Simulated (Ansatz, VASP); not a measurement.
# MnS: VASP beside Ansatz, part 2 of 2

Aim: how closely do two programs agree when they are given the same cell, functional and k mesh? The cell is taken from a series of VASP runs on this material, whose earlier steps may have relaxed, scaled or displaced it; both programs get it as it stands.

VASP 6.6.1 and Ansatz 0.2.0.

So far. Step 2 (VASP: band structure, revPBE): The cell holds one magnetic atom, so no antiferromagnetic order fits into it. Experiment finds antiferromagnetic order in this phase (below 150 K, arxiv:1108.4537), so this ferromagnetic run describes another state.

**3. Ansatz: band structure, revPBE**

Level of this step: Ansatz beside VASP: Kohn-Sham DFT, plane waves, revPBE (Ansatz).

Ansatz runs on its default PAW (the set named soft_2) files.

The same cell, functional, mesh and smearing now go to Ansatz, which takes its cutoff from its data sets.

input.yaml reads:

```yaml
crystal:
  lattice:
    - [0.0, 2.58578843, 2.58578843]
    - [2.58578843, 0.0, 2.58578843]
    - [2.58578843, 2.58578843, 0.0]
  atoms:
    - { symbol: Mn, position: [0.0, 0.0, 0.0], spin: 4.242 }
    - { symbol: S, position: [0.5, 0.5, 0.5], spin: 0.093 }
hamiltonian:
  xc: revpbe
  pseudopotentials: { kind: paw }
magnetization:
  spin_polarized: true
kpoints:
  mp_grid: { grid: [8, 8, 8] }
  band_path:
    path:
      - [0.0, 0.0, 0.0]
      - [0.16667, 0.0, 0.16667]
      - [0.33333, 0.0, 0.33333]
      - [0.5, 0.0, 0.5]
      - [0.5, 0.08333, 0.58333]
      - [0.5, 0.18333, 0.68333]
      - [0.5, 0.25, 0.75]
      - [0.45, 0.3, 0.75]
      - [0.40833, 0.34167, 0.75]
      - [0.35, 0.35, 0.7]
      - [0.225, 0.225, 0.45]
      - [0.075, 0.075, 0.15]
      - [0.03333, 0.03333, 0.03333]
      - [0.23333, 0.23333, 0.23333]
      - [0.4, 0.4, 0.4]
      - [0.51667, 0.46667, 0.51667]
      - [0.55833, 0.38333, 0.55833]
      - [0.60833, 0.28333, 0.60833]
      - [0.60833, 0.25, 0.64167]
      - [0.55833, 0.25, 0.69167]
      - [0.51667, 0.25, 0.73333]
      - [0.5, 0.3, 0.7]
      - [0.5, 0.38333, 0.61667]
      - [0.5, 0.48333, 0.51667]
      - [0.475, 0.475, 0.55]
      - [0.425, 0.425, 0.65]
      - [0.38333, 0.38333, 0.73333]
      - [0.59167, 0.18333, 0.59167]
      - [0.55, 0.1, 0.55]
      - [0.5, 0.0, 0.5]
    npoints: 1
scf:
  occupations: { method: gaussian, width: 0.05 }
  n_extra_bands: 7
output:
  forces: true
  stress: true
  eigenvalues: true
  write_density: true
  write_potential: true
  elf: true
  volumetric_format: npy
```

Run with:

```console
> ansatz run input.yaml --threads 2 --pin off --max-ram 4608MiB --backend cpu --events-out ev --progress --plain --runs-dir out
```

Numbers of over 12 decimals in the logs are rounded to 6 here.

The program printed:

```text
scf.n_extra_bands = 7 over 11 filled bands (N_el = 21.0): the run solves 18 bands
Engine: ansatz 0.2.0, x86_64-unknown-linux-gnu
Pseudopotentials: kind: paw
Pseudopotential: Mn, paw, valence charge 15, recommended cutoff 420 eV (normal), Mn.paw.azcp
Pseudopotential: S, paw, valence charge 6, recommended cutoff 420 eV (normal), S.paw.azcp
Functional definition: revPBE
  parameter kappa = 1.245
  parameter beta = 0.066725
  exchange = pbe_x(kappa = kappa, mu = beta*pi^2/3)
  correlation = pbe_c(beta = beta)
Crystal: 2 atoms, lattice volume = 34.579 Å³
Basis set: ecut = 420 eV, 645 PW (Γ), exchange–correlation on 50×50×50 points (8 copies of the dense FFT grid, shifted against one another)
Bands: 18, of which v1, the nominal top of the filled ones, is band 11 counted from 1 (10 counted from 0)
Symmetry: 48 space group operations
Space group: Fm-3m (ITA 225), of the structure as read, at distance tolerance 3.3e-5 Å
Magnetic group: BNS 225.116 (UNI 1618), of the structure as read, at distance tolerance 3.3e-5 Å
k-points: 29 of 512
Non-local potential: Mn, projectors of the file, l = 0: 3, l = 1: 2, l = 2: 3, l = 3: 1
Non-local potential: S, projectors of the file, l = 0: 2, l = 1: 2, l = 2: 2
PAW form: soft (Blöchl's): semilocal exchange-correlation on the pseudo side does not see the compensation charge
PAW frozen core: Mn, regenerated for the run's functional, and the local potential with it (the file was generated under x = pbe(κ = 0.804, μ = 0.219515), c = pbe(β = 0.066725))
PAW frozen core: S, regenerated for the run's functional, and the local potential with it (the file was generated under x = pbe(κ = 0.804, μ = 0.219515), c = pbe(β = 0.066725))
PAW one-centre angular grid: Mn, 590 points (default); XC on 64 Gauss nodes
PAW one-centre angular grid: S, 110 points (default); XC on 64 Gauss nodes
Initial density: superposition of atomic densities (chi_scale 0.1, normalization cell, long waves kept (reshape's long-wave potential 0.00 eV rms))
Starting moments: Σ|m| = 4.335 μB on 2 of 2 sites
Initial wavefunctions: pseudopotential atomic-orbital guess
Functional: x = revpbe(κ = 1.245, μ = 0.219515), c = pbe(β = 0.066725)
SCF iter   1: F=—  HF=-4807.251947 eV  |F-HF|=—  |Δ(HF+E_count)|=         —  Δρ=7.08e-2 (↑7.08e-2 ↓2.37e-2)  dr2=2.70e0  dr2_m=2.14e-1  M=4.517 μB ∫|m|=4.517 μB  β_m=0.30  ethr=3.10e-3  ⟨swp⟩=4.4  Hψ=4825  notcnv=0
Mixer restart at iter 1: flushing history
preconditioner: auto → Kerker (q_TF=auto, 2.511 Å⁻¹)  [metal: Δε(μ)=0.040 eV  Ē_g=10.352 eV  σ=0.050 eV  W_gap=0.43  n_scr=14 (ndim 8)  ℏωp=22.8 eV  f_vac=0.000  D(μ)=1.36/eV (n_scr^D=14)]
spin=Collinear: Kerker preconditioning applied to the charge; magnetization (m = ρ↑ − ρ↓) channel mixes plain (no charge-response kernel on spin).
SCF iter   2: F=—  HF=-4807.317248 eV  |F-HF|=—  |Δ(HF+E_count)|=   6.53e-2  Δρ=3.46e-2 (↑3.46e-2 ↓1.18e-2)  dr2=6.91e-1  dr2_m=6.93e-2  M=4.570 μB ∫|m|=4.570 μB  β_m=0.43  ethr=3.10e-3  ⟨swp⟩=2.6  Hψ=2183  notcnv=0  defer=130
preconditioner: auto → none  [insulator: Δε(μ)=0.072 eV  Ē_g=10.401 eV  σ=0.050 eV  W_gap=0.66  n_scr=14 (ndim 8)  ℏωp=22.8 eV  f_vac=0.000  D(μ)=0.76/eV (n_scr^D=0)  ε∞_Penn≈5.8]
SCF iter   3: F=—  HF=-4807.581979 eV  |F-HF|=—  |Δ(HF+E_count)|=   2.65e-1  Δρ=6.56e-3 (↑6.56e-3 ↓6.51e-3)  dr2=2.14e-2  dr2_m=6.08e-3  M=4.620 μB ∫|m|=4.620 μB  β_m=0.59  ethr=3.10e-3  ⟨swp⟩=2.4  Hψ=1737  notcnv=0  defer=132
SCF iter   4: F=—  HF=-4807.738765 eV  |F-HF|=—  |Δ(HF+E_count)|=   1.57e-1  Δρ=4.69e-3 (↑3.63e-3 ↓4.69e-3)  dr2=5.66e-3  dr2_m=4.45e-3  M=4.672 μB ∫|m|=4.672 μB  β_m=0.79  ethr=1.02e-4  ⟨swp⟩=2.2  Hψ=1989  notcnv=0  defer=132
SCF iter   5: F=—  HF=-4807.772292 eV  |F-HF|=—  |Δ(HF+E_count)|=   3.35e-2  Δρ=2.16e-3 (↑2.16e-3 ↓1.29e-3)  dr2=2.82e-3  dr2_m=1.08e-4  M=4.674 μB ∫|m|=4.674 μB  β_m=0.76  ethr=2.70e-5  ⟨swp⟩=2.1  Hψ=1751  notcnv=0  defer=132
SCF iter   6: F=—  HF=-4807.771477 eV  |F-HF|=—  |Δ(HF+E_count)|=   8.15e-4  Δρ=5.25e-4 (↑4.92e-4 ↓5.25e-4)  dr2=1.37e-5  dr2_m=7.75e-5  M=4.674 μB ∫|m|=4.674 μB  β_m=0.88  ethr=1.34e-5  ⟨swp⟩=2.5  Hψ=1818  notcnv=0  defer=132
SCF iter   7: F=—  HF=-4807.771491 eV  |F-HF|=—  |Δ(HF+E_count)|=   1.41e-5  Δρ=1.43e-4 (↑7.65e-5 ↓1.43e-4)  dr2=2.44e-5  dr2_m=3.86e-7  M=4.673 μB ∫|m|=4.673 μB  β_m=0.86  ethr=6.53e-8  ⟨swp⟩=2.4  Hψ=1601  notcnv=0  defer=132
SCF iter   8: F=—  HF=-4807.771502 eV  |F-HF|=—  |Δ(HF+E_count)|=   1.12e-5  Δρ=5.46e-5 (↑5.46e-5 ↓2.10e-5)  dr2=5.86e-7  dr2_m=3.83e-7  M=4.673 μB ∫|m|=4.673 μB  β_m=0.90  ethr=6.53e-8  ⟨swp⟩=2.0  Hψ=1416  notcnv=0  defer=132
SCF iter   9: F=—  HF=-4807.771502 eV  |F-HF|=—  |Δ(HF+E_count)|=   3.49e-7  Δρ=1.46e-6 (↑1.30e-6 ↓1.46e-6)  dr2=6.98e-10  dr2_m=3.04e-10  M=4.673 μB ∫|m|=4.673 μB  β_m=0.93  ethr=2.79e-9  ⟨swp⟩=2.4  Hψ=1529  notcnv=0  defer=132
SCF iter  10: F=-4807.771502 eV  HF=-4807.771502 eV  |F-HF|=5.46e-12  |Δ(HF+E_count)|=  1.90e-10  Δρ=4.32e-7 (↑4.32e-7 ↓1.72e-7)  dr2=3.89e-11  dr2_m=2.14e-11  M=4.673 μB ∫|m|=4.673 μB  ethr=3.32e-12  ⟨swp⟩=9.2  Hψ=6331  notcnv=0
SCF 1 converged in 10 iterations: F = -4807.771502 eV  dr2 = 3.89e-11
  greatest PAW one-centre occupation: 1.003 electrons in one spin orbital (limit 2), on the Mn atom at site 0 (counted from 0), in its partial waves of l = 1
NSCF: frozen V_eff on 30 k-points
SCF converged after 10 iterations
Magnetization: 4.6734 μB (12.8367 up, 8.1633 down)
Absolute magnetization: 4.6734 μB (∫|ρ↑−ρ↓|, with the PAW one-centre terms)
Spin contamination: 0.0344 ħ² per cell (⟨S²⟩ above its minimum at these occupations)
Per-site moments (μB) at R_I (Å): [(4.185602, 1.066637727375), (0.134308, 1.066637727375)]
Free energy (F): -4807.771502 eV
Harris-Foulkes:  -4807.771502 eV  (|F-HF|=5.46e-12)
Internal energy: -4807.770793 eV  (E = F + TS)
E sigma→0 (E₀):  -4807.771148 eV
Entropy (-TS):   -0.000709 eV (-0.355 meV/atom)
Fermi energy:    10.816253 eV
--- Per-component energies (eV) ---
  E_band       = -290.311475
  E_kinetic    = 406.309150
  E_local      = -2433.260505  (includes V_loc(G=0)·N_el)
  E_nonlocal   = 280.010216
  E_hartree    = 1000.033438
  E_xc         = -208.489628
  E_vxc        = -229.391145  (∫ρ·V_xc dr)
  E_paw        = -1913.265510  (= ΣΔE_a)
  E_vpaw       = -314.046393  (= ΣTr[D̂ρ^β])
  E_aug_tail   = -0.000007  (compensation charges beyond the density's cutoff)
  E_ewald      = -1939.044901
  E_core_change = -0.063046  (= ΣΔE_core)
  E_smearing   = -0.000709  (= −TS)
  E_closure    = 0.000000  (closes the sum)
  Σ components = -4807.771502   (vs F -4807.771502, Δ=0.00e0)
--- Forces (eV/Å), atoms counted from 1 ---
  atom   1  Mn    -0.00000000     0.00000000    -0.00000000
  atom   2  S      0.00000000    -0.00000000    -0.00000000
  max |Σ_I F_I| component: 2.76e-30 eV/Å
--- Stress (GPa, compression-positive) ---
        0.515253      -0.000000       0.000000
        0.000000       0.515253       0.000000
        0.000000       0.000000       0.515253
  P = ⅓ Tr σ = 0.5153 GPa (5.153 kbar)
--- Band table (eV; the first three rows and the last of 58) ---
  k-point 0 ↑: bands = [... 7 lower, 7.3234, 7.4235, 7.4235, 8.8128, 8.8128, 8.8128, 12.6363, 19.2620, ... 3 higher]
  k-point 1 ↑: bands = [... 7 lower, 6.9679, 7.4109, 7.4109, 8.2770, 9.3340, 9.3340, 13.5541, 18.1992, ... 3 higher]
  k-point 2 ↑: bands = [... 7 lower, 6.3441, 7.5906, 7.5906, 8.0912, 10.1785, 10.1785, 14.4084, 17.7492, ... 3 higher]
  k-point 28 ↓: bands = [... 7 lower, 6.4882, 11.7989, 11.7989, 12.0114, 12.3009, 12.3499, 16.5980, 18.5552, ... 3 higher]
```

The job ended after 4.2 s (2 threads of Intel Xeon Platinum 8488C (Sapphire Rapids), shared host; peak memory 0.38 GiB).

**4. Differences**

Known differences besides the potentials themselves: the data sets hold 21 valence electrons in Ansatz (default PAW (the set named soft_2) files) and 19 in VASP; the cutoff is 420 eV in Ansatz and 400 eV in VASP; Ansatz makes its cores anew for this functional, VASP keeps those of its PBE data sets; VASP leaves aspherical gradient terms in its spheres out (LASPH is not set), Ansatz keeps them; site moments are counted in spheres of each program's own size. Total energies have different zeros and are not compared.

Compared:

```csv
quantity,Ansatz,VASP,difference
pressure (GPa),0.52,-0.06,+0.57
pressure without Ansatz's Pulay correction (GPa),0.46,-0.06,+0.52
total moment (μB),4.67,4.67,0.00
moment on Mn1 (μB),4.19,4.24,-0.06
moment on S2 (μB),0.13,0.09,+0.04
```

Ansatz's pressure holds a Pulay correction of 0.05 GPa; VASP's holds none.

**5. VASP: single point, revPBE**

A single point gives forces, pressure and levels at one fixed geometry, so differences don't come from the geometry; what else differs is listed under the comparison.

INCAR reads:

```
SYSTEM = MnS
PREC = Accurate
ENCUT = 400
EDIFF = 1E-06
NELM = 100
ISMEAR = -5
SIGMA = 0.05
LREAL = .FALSE.
ALGO = Normal
GGA = RE
ISPIN = 2
MAGMOM = 4.242 0.093
LMAXMIX = 4
LORBIT = 11
LWAVE = .FALSE.
LCHARG = .FALSE.
NEDOS = 2001
```

POSCAR reads:

```
MnS
1.0
    0.0000000000      2.5857884300      2.5857884300
    2.5857884300      0.0000000000      2.5857884300
    2.5857884300      2.5857884300      0.0000000000
Mn S
1 1
Direct
    0.0000000000      0.0000000000      0.0000000000
    0.5000000000      0.5000000000      0.5000000000
```

KPOINTS reads:

```
Automatic mesh
0
Gamma
11 11 11
0 0 0
```

The projector-augmented-wave data sets are Mn_pv and S (PBE family, release 64).

Run with:

```console
> mpirun -np 1 vasp_std
```

The program printed:

```text
[banner, memory and clock lines left out]
running    1 mpi-ranks, on    1 nodes
[...]
[... a notice as in an earlier step ...]

 LDA part: xc-table for (Slater+PW92), standard interpolation
 POSCAR, INCAR and KPOINTS ok, starting setup
[...]
entering main loop
       N       E                     dE             d eps       ncg     rms          rms(c)
DAV:   1     0.118502318903E+03    0.11850E+03   -0.95532E+03  3543   0.109E+03
DAV:   2    -0.927708514080E+01   -0.12778E+03   -0.12196E+03  3640   0.302E+02
DAV:   3    -0.145681221248E+02   -0.52910E+01   -0.52644E+01  4151   0.686E+01
DAV:   4    -0.146342091484E+02   -0.66087E-01   -0.66035E-01  3985   0.793E+00
[...]
DAV:  14    -0.135312571493E+02    0.25539E-04   -0.16076E-05  3542   0.371E-02    0.147E-02
DAV:  15    -0.135312492805E+02    0.78688E-05   -0.86832E-07  3190   0.111E-02    0.450E-03
DAV:  16    -0.135312496559E+02   -0.37543E-06   -0.10790E-07  1806   0.322E-03
   1 F= -.13531250E+02 E0= -.13531250E+02  d E =0.000000E+00  mag=     4.7421
|                                                                             |
|           W    W    AA    RRRRR   N    N  II  N    N   GGGG   !!!           |
|           W    W   A  A   R    R  NN   N  II  NN   N  G    G  !!!           |
|           W    W  A    A  R    R  N N  N  II  N N  N  G       !!!           |
|           W WW W  AAAAAA  RRRRR   N  N N  II  N  N N  G  GGG   !            |
|           WW  WW  A    A  R   R   N   NN  II  N   NN  G    G                |
|           W    W  A    A  R    R  N    N  II  N    N   GGGG   !!!           |
|                                                                             |
|     Tetrahedron method does not include variations of the Fermi             |
|     occupations, so forces and stress will be inaccurate. We suggest        |
|     using a different smearing scheme ISMEAR = 1 or 2 for metals in         |
|     relaxations.                                                            |
|                                                                             |
```

OUTCAR, selected parts (step 5):

```text
  Total        0.1742667      0.1742667      0.1742667      0.0000000      0.0000000      0.0000000
  in kB        8.0745057      8.0745057      8.0745057      0.0000000      0.0000000      0.0000000
  external PRESSURE =       8.0745057 kB  Pullay stress =       0.0000000 kB

  FREE ENERGIE OF THE ION-ELECTRON SYSTEM (eV)
  ---------------------------------------------------
  free  energy   TOTEN  =       -13.5312496559 eV

  energy  without entropy=      -13.5312496559  energy(sigma->0) =      -13.53124966

 magnetization (x)
# of ion       s       p       d       tot
------------------------------------------
    1        0.052   0.041   4.184   4.278
    2        0.027   0.083   0.000   0.110
--------------------------------------------------
tot          0.079   0.125   4.184   4.388

[... 2 parts as in an earlier step ...]

[... 2 further parts left out ...]
[key lines of the parts left out:]
E-fermi :   7.0043
```

With tetrahedra the forces and stress of a metal are not exact derivatives of the energy.

**6. Ansatz: single point, revPBE**

The same cell, functional, mesh and smearing now go to Ansatz, which takes its cutoff from its data sets.

The cell is taken from a series of VASP runs on this material, whose earlier steps may have relaxed, scaled or displaced it; both programs get it as it stands.

input.yaml, the sections that differ from step 3:

```yaml
kpoints:
  mp_grid: { grid: [11, 11, 11] }
scf:
  occupations: { method: tetrahedron }
output:
  forces: true
  stress: true
# crystal, hamiltonian, magnetization: as in step 3
```

Run with:

```console
> ansatz run input.yaml --threads 2 --pin off --max-ram 4608MiB --backend cpu --events-out ev --progress --plain --runs-dir out
```

The program printed:

```text
Warning: output.forces, output.stress, relax.cell or npt_langevin: where a Kohn–Sham band that disperses or a degenerate level is filled in part under the method tetrahedron, the forces or the stress that this run publishes need not agree with its energy (scf.occupations.method in the input reference, under Limitations); prefer a smearing scheme for the forces or the stress
[...]
k-point 1 ↑: bands = [... 7 lower, 7.1217, 7.3557, 7.3557, 8.4517, 9.1286, 9.1286, 13.1882, 18.5574, ... 2 higher]
  k-point 2 ↑: bands = [... 7 lower, 6.6591, 7.4585, 7.4585, 8.1095, 9.7178, 9.7178, 14.1226, 17.7474, ... 2 higher]
  k-point 55 ↓: bands = [... 7 lower, 6.7079, 11.6344, 11.9517, 12.1182, 12.3541, 12.3691, 16.4072, 18.1015, ... 2 higher]
[key lines of the parts left out:]
SCF converged after 11 iterations
Magnetization: 4.7418 μB (12.8709 up, 8.1291 down)
Free energy (F): -4807.761743 eV
Fermi energy:    10.773543 eV
P = ⅓ Tr σ = 1.3806 GPa (13.806 kbar)
```

Elapsed: 16 s, on 2 threads; peak memory 0.39 GiB; 3.5 s of CPU time.

The run ends at a pressure of 1.38 GPa.

**7. Differences**

Both answers:

```csv
quantity,Ansatz,VASP,difference
pressure (GPa),1.38,0.81,+0.57
pressure without Ansatz's Pulay correction (GPa),1.33,0.81,+0.52
total moment (μB),4.74,4.74,0.00
moment on Mn1 (μB),4.22,4.28,-0.06
moment on S2 (μB),0.15,0.11,+0.04
```

Ansatz's pressure holds a Pulay correction of 0.05 GPa; VASP's holds none.

**8. What came out**

| Property | Result |
| --- | --- |
| difference in total moment (band structure, revPBE) | 0 μB |
| difference in pressure (band structure, revPBE) | 0.57 GPa |
| difference in total moment (single point, revPBE) | -3.2e-4 μB |
| difference in pressure (single point, revPBE) | 0.57 GPa |

What this shows: The difference in pressure is 0.57 GPa (band structure, revPBE), within the 1 GPa picked in this series as the mark of a large difference. 1 further run of this series is not shown here. How closely two codes agree says nothing of how well the functional describes the real material.

[Lines on the potential files, build, host, timing and source positions are cut from VASP's logs without a mark.]

[Logs are printed without paths, hosts, clocks, repeated set-up lines and the standing remarks that a program may print on its own settings, such as how far it seeks lower states.]

[Hosts, paths, dates, database ids (printed as entryN), source tags and the programs' standing remarks are cut or masked in the printed files.]
